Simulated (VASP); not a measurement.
The system is CsLi3O2.

```
Cs Li O
1.0
     6.01603    0.00000    0.00000
    -3.00802    5.21004    0.00000
     0.00000    0.00000    3.15643
Cs Li O
1 3 2
Direct
  0.00000 0.00000 0.50000
  0.00000 0.50000 0.00000
  0.50000 0.50000 0.00000
  0.50000 0.00000 0.00000
  0.66667 0.33333 0.50000
  0.33333 0.66667 0.50000
```

The cell was built by a generator and needn't be a form met in nature.

```yaml
Program: VASP 6.6.1
Task: relaxation of cell and atoms
Functional: PBE
Potentials_or_basis: VASP PAW PBE potentials, release 64 (Cs_sv, Li_sv, O)
Cutoff: 600 eV
k_mesh: 5 × 5 × 8
Occupations: gaussian, width 0.05 eV
Spin: no spin polarisation
```

At the start: pressure -6.6 GPa; volume 16.49 Å³/atom.

How do energy, volume and symmetry change on relaxing?

Over 7 steps the energy falls by 108.2 meV/atom and the volume is 13.07 Å³/atom (-20.7 %); space group P6/mmm (No. 191, to 0.05 Å).

The path:
```tsv
step	energy change (eV)	largest force (eV/Å)	pressure (GPa)	volume (Å³)
1	0.0000	0.0000	-6.61	98.93
2	-0.4325	0.0000	-4.79	89.46
3	-0.6329	0.0000	-1.76	81.35
4	-0.6442	0.0000	-0.29	78.65
5	-0.6447	0.0000	-0.55	79.11
6	-0.6490	0.0000	0.12	78.33
7	-0.6491	0.0000	0.03	78.42
```

Final structure:
```
CELL_PARAMETERS angstrom
5.42773 0.00000 0.00000
-2.71386 4.70055 0.00000
0.00000 0.00000 3.07384
ATOMIC_POSITIONS crystal
Cs 0.00000 0.00000 0.50000
Li 0.00000 0.50000 0.00000
Li 0.50000 0.50000 0.00000
Li 0.50000 0.00000 0.00000
O 0.66667 0.33333 0.50000
O 0.33333 0.66667 0.50000
```

Caveat: the cutoff is under 1.25 times the usual one of these potentials, so pressure, stress and relaxed cells hold a basis-set (Pulay) error; the volume moved by over 15 % at a fixed basis, so the end points are rough.
